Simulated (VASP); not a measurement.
Calculation: PBE GGA, VASP's PBE PAW potentials (set 64) (plane waves; VASP).

Input for VASP

File KPOINTS:
```
Automatic mesh
0
Gamma
1 1 1
0 0 0
```

**POSCAR**
```
C31OSi32
1.0
  8.7583314355   0.0000000000   0.0000000000
  0.0000000000   8.7583314355   0.0000000000
  0.0000000000   0.0000000000   8.7583314355
Si C O
32 31 1
Cart
  4.3791657178   0.0000000000   0.0000000000
  6.5687485766   2.1895828589   0.0000000000
  6.5687485766   0.0000000000   2.1895828589
  0.0000000000   0.0000000000   0.0000000000
  2.1895828589   2.1895828589   0.0000000000
  4.3791657178   4.3791657178   0.0000000000
  6.5687485766   6.5687485766   0.0000000000
  2.1895828589   0.0000000000   2.1895828589
  4.3297950034   2.2292055503   2.1749389287
  6.5634673028   4.4201897422   2.2038764558
  4.3791657178   0.0000000000   4.3791657178
  6.5714461427   2.1639647394   4.3318006613
  6.5687485766   0.0000000000   6.5687485766
  0.0000000000   4.3791657178   0.0000000000
  2.1895828589   6.5687485766   0.0000000000
  0.0000000000   2.1895828589   2.1895828589
  2.1895828589   4.3791657178   2.1895828589
  4.3791657178   6.5687485766   2.1895828589
  0.0000000000   0.0000000000   4.3791657178
  2.1895828589   2.1895828589   4.3791657178
  4.3374935768   4.3879590825   4.4019636545
  6.5687485766   6.5687485766   4.3791657178
  2.1895828589   0.0000000000   6.5687485766
  4.3791657178   2.1895828589   6.5687485766
  6.5687485766   4.3791657178   6.5687485766
  0.0000000000   6.5687485766   2.1895828589
  0.0000000000   4.3791657178   4.3791657178
  2.1895828589   6.5687485766   4.3791657178
  0.0000000000   2.1895828589   6.5687485766
  2.1895828589   4.3791657178   6.5687485766
  4.3791657178   6.5687485766   6.5687485766
  0.0000000000   6.5687485766   6.5687485766
  5.4570448092   1.0505968890   1.0833705652
  7.6180317159   3.3166487397   1.1040227108
  7.6485019510   1.0704082347   3.2352750823
  1.0947914294   1.0947914294   1.0947914294
  3.3053154588   3.3299176118   1.1050299189
  5.4536290599   5.4784414129   1.1413069277
  7.6635400061   7.6635400061   1.0947914294
  3.2647819009   1.0585144206   3.3320984363
  7.6374051451   5.4916664934   3.2772625232
  5.5062841485   1.1086471098   5.5238883947
  7.6826857186   3.2639235844   5.5010729413
  7.6635400061   1.0947914294   7.6635400061
  1.0947914294   5.4739571472   1.0947914294
  3.2843742883   7.6635400061   1.0947914294
  1.0947914294   3.2843742883   3.2843742883
  3.3222190384   5.4941976511   3.2516969537
  5.4739571472   7.6635400061   3.2843742883
  1.0947914294   1.0947914294   5.4739571472
  3.2523625869   3.2753619653   5.4892929855
  5.4285539570   5.4697181148   5.4352015306
  7.6635400061   7.6635400061   5.4739571472
  3.2843742883   1.0947914294   7.6635400061
  5.4739571472   3.2843742883   7.6635400061
  7.6635400061   5.4739571472   7.6635400061
  1.0947914294   7.6635400061   3.2843742883
  1.0947914294   5.4739571472   5.4739571472
  3.2843742883   7.6635400061   5.4739571472
  1.0947914294   3.2843742883   7.6635400061
  3.2843742883   5.4739571472   7.6635400061
  5.4739571472   7.6635400061   7.6635400061
  1.0947914294   7.6635400061   7.6635400061
  5.5168466962   3.2743810321   3.2812037723
```

INCAR:
```
! general
SYSTEM = C31OSi32
PREC   = Normal
ENCUT  = 400
LREAL  = Auto
LASPH  = .TRUE.
ISYM   = 0

! electronic loop
EDIFF  = 1E-5
NELM   = 100
NELMIN = 4
ALGO   = Fast

! smearing
ISMEAR = 0
SIGMA  = 0.05

! functional
GGA    = PE

! ions
IBRION = 2
NSW    = 60
ISIF   = 2
EDIFFG = -0.03

! output
LWAVE  = .TRUE.
LCHARG = .FALSE.
```

POTCAR, in this order: Si C O (PBE.64 set). Program: vasp_gam.

The supercell is sampled at Γ alone, which is coarse: total energies, pressure and levels can be off, energies of defects by several tenths of an eV.

Question: Predict the energy per atom (σ→0).

Answer: 
```yaml
energy per atom (σ→0): -7.442 eV/atom
```

**OSZICAR**
```
...
RMM:   4    -0.476287146920E+03   -0.22049E-06   -0.48388E-06   193   0.455E-03
  11 F= -.47628715E+03 E0= -.47628715E+03  d E =-.181194E-02
       N       E                     dE             d eps       ncg     rms          rms(c)
DAV:   1    -0.476287840902E+03   -0.69420E-03   -0.11378E-01   332   0.916E-01    0.834E-02
RMM:   2    -0.476287937679E+03   -0.96778E-04   -0.21508E-03   324   0.110E-01    0.380E-02
RMM:   3    -0.476287932008E+03    0.56715E-05   -0.40364E-04   333   0.429E-02    0.211E-02
RMM:   4    -0.476287934020E+03   -0.20118E-05   -0.80432E-05   302   0.182E-02
  12 F= -.47628793E+03 E0= -.47628793E+03  d E =-.787100E-03
```

The cell is a supercell with a defect, built from SiC (zinc blende): O_C. The run is not spin-polarised, so no state with unpaired spins was tried.
